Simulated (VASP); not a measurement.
An input for Quantum ESPRESSO's pw.x (written as the equivalent of a VASP run, and not itself run):

```
&CONTROL
  calculation = 'scf'
  pseudo_dir = './pseudo'
  outdir = './out'
  tprnfor = .true.
  tstress = .true.
/
&SYSTEM
  ibrav = 0
  nat = 6
  ntyp = 2
  ecutwfc = 72
  occupations = 'smearing'
  smearing = 'gaussian'
  degauss = 0.000735
  input_dft = 'pz'
/
&ELECTRONS
  conv_thr = 7.3e-08
  electron_maxstep = 100
/
ATOMIC_SPECIES
  Sn 118.710 Sn.upf
  S 32.060 S.upf
CELL_PARAMETERS angstrom
     3.6758500    0.0000000    0.0000000
    -1.8379250    3.1833790    0.0000000
     0.0000000    0.0000000   12.3389500
ATOMIC_POSITIONS crystal
  Sn   0.3333330  0.6666670  0.6250100
  Sn   0.6666670  0.3333330  0.1250100
  S    0.6666670  0.3333330  0.7434000
  S    0.3333330  0.6666670  0.2434000
  S    0.0000000  0.0000000  0.0065900
  S    0.0000000  0.0000000  0.5065900
K_POINTS automatic
  5 5 2 0 0 0
```

### Question
Translate this input to VASP (INCAR, KPOINTS, POSCAR, choice of POTCAR).

### Answer
This is not unique; one that fits is 
**INCAR**
```
SYSTEM  =  SnS2
PREC  =  Accurate; ENCUT  =  300; LREAL  =  .False.
LASPH  =  .True.
EDIFF  =  1E-6; NELM  =  100; ALGO  =  Normal
LMAXMIX  =  4
ISMEAR  =  0; SIGMA  =  0.01
ISIF  =  2
LWAVE  =  .False.; LCHARG  =  .False.
```

File POSCAR:
```
SnS2
1
    3.6758500000     0.0000000000     0.0000000000
   -1.8379250000     3.1833790000     0.0000000000
    0.0000000000     0.0000000000    12.3389500000
Sn S
2 4
Direct
  0.3333330000   0.6666670000   0.6250100000
  0.6666670000   0.3333330000   0.1250100000
  0.6666670000   0.3333330000   0.7434000000
  0.3333330000   0.6666670000   0.2434000000
  0.0000000000   0.0000000000   0.0065900000
  0.0000000000   0.0000000000   0.5065900000
```

File KPOINTS:
```
K-points
0
gamma
 5 5 2
0 0 0
```

POTCAR, in this order: Sn_d S (LDA.64 set). Program: vasp_std.

Limits of the translation: the potentials are each code's own (VASP's PAW set, PseudoDojo norm-conserving files in pw.x), so ENCUT and ecutwfc are chosen apart and not converted; conv_thr bounds pw.x's estimated SCF error, while EDIFF bounds the energy change between steps.

The structure comes from a computed database's SnS2 entry (P6_3mc); how it stands against other phases isn't given here. The cell was not relaxed at this level.
